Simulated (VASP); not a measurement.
A run of VASP 6.6.1:

INCAR

```
SYSTEM = Mg2C
ALGO = Normal
EDIFF = 1E-6
EDIFFG = -0.005
ENCUT = 600
GGA = PE
IBRION = 2
ISIF = 3
ISMEAR = -1
LASPH = .True.
LCHARG = .False.
LREAL = .False.
LWAVE = .False.
NELM = 60
NSW = 80
PREC = Accurate
SIGMA = 0.02
```

The input KPOINTS:

```
k-points
0
Gamma
  8 8 8
  0 0 0
```

The input POSCAR:

```
Mg2C
1.0
    0.0000000000      2.4719090117      2.4719090117
    2.4719090117      0.0000000000      2.4719090117
    2.4719090117      2.4719090117      0.0000000000
C Mg
1 2
Direct
    0.0000000000      0.0000000000      0.0000000000
    0.2500000000      0.2500000000      0.2500000000
    0.7500000000      0.7500000000      0.7500000000
```

Potentials or basis: VASP PAW PBE potentials, release 64 (C, Mg).

Launch:

```console
$ cat potpaw_PBE.64/C/POTCAR potpaw_PBE.64/Mg/POTCAR > POTCAR
$ mpirun -np 1 vasp_std > vasp.out
```

Hardware: 1 thread of AMD EPYC 7571, on a shared host.

Q: How long does it take, and how much memory?

A: It took 55 s on 1 thread of AMD EPYC 7571 (shared host), peak memory 0.13 GiB. Counts: scf iterations 35, k points 29, ion steps 5.
